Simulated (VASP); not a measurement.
VASP, PAW. Formation energy of RuAl (CsCl type) (0 K, solid elements as references).

```tsv
level	formation energy (eV/atom)
PBE	-0.642
LDA	-0.648
```

Question: Estimate the formation energy from r2SCAN, SCAN, PBEsol.

Answer: 
```yaml
r2SCAN: -0.721 eV/atom
SCAN: -0.846 eV/atom
PBEsol: -0.628 eV/atom
```

Only levels that ran to the end are used. Left out are those held back, those with too coarse a band path, GW runs whose mesh misses a band edge, hybrids' fits of cells that aren't cubic and levels without matching references; a question may draw on a part of the rest.
